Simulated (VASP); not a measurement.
An input for Ansatz (written as the equivalent of a VASP run, and not itself run):

Ansatz 0.2 input:
```yaml
crystal:
  lattice:
    - [2.2079268, 1.2747473, 7.2148571]
    - [-2.2079268, 1.2747473, 7.2148571]
    - [0.0000000, -2.5494946, 7.2148571]
  atoms:
    - { symbol: In, position: [0.9951249, 0.9951249, 0.9951249] }
    - { symbol: In, position: [0.5047130, 0.5047130, 0.5047130] }
    - { symbol: Sb, position: [0.3756561, 0.3756561, 0.3756561] }
    - { symbol: As, position: [0.8744920, 0.8744920, 0.8744920] }
kpoints:
  mp_grid: { grid: [7, 7, 7] }
hamiltonian:
  xc: lda
  pseudopotentials: { kind: paw }
scf:
  occupations: { method: methfessel_paxton, width: 0.1 }
  max_iter: 100
relax:
  max_steps: 30
  f_tol: 0.001
output: { forces: true, stress: true, eigenvalues: true }
```

Q: Write the VASP files for the same calculation (LDA).

A: One answer among several that fit: 
**INCAR**
```
ALGO = Normal
EDIFF = 1E-8
EDIFFG = -0.001
ENCUT = 400
IBRION = 1
ISIF = 2
ISMEAR = 1
LASPH = T
LCHARG = F
LMAXMIX = 4
LREAL = F
LWAVE = F
NELM = 100
NSW = 30
PREC = Accurate
SIGMA = 0.1
SYSTEM = In2SbAs
```

File KPOINTS:
```
kpoints
0
gamma
  7 7 7
```

File POSCAR:
```
In2SbAs
1
    2.2079268377     1.2747472934     7.2148570989
   -2.2079268377     1.2747472934     7.2148570989
    0.0000000000    -2.5494945869     7.2148570989
In Sb As
2 1 1
Direct
  0.9951248643   0.9951248643   0.9951248643
  0.5047129860   0.5047129860   0.5047129860
  0.3756561180   0.3756561180   0.3756561180
  0.8744920316   0.8744920316   0.8744920316
```

POTCAR, in this order: In_d Sb As (LDA.64 set). Program: vasp_std.

What does not carry over: each code has its own PAW files, so the cut-off isn't converted (ENCUT is set for VASP's; basis.ecutwfc is left out, and Ansatz then takes the one that its files recommend); Ansatz stops its SCF on the density residual and VASP on the energy change (EDIFF); Ansatz's lda is the Perdew-Wang form, while the LDA potentials of VASP carry Perdew-Zunger's.

The structure comes from a computed database's In2SbAs entry (R3m); how it stands against other phases isn't given here. This run relaxes the ions in a fixed cell. Symmetry was kept, so distortions that lower it aren't found. The start is the result of an earlier pass.
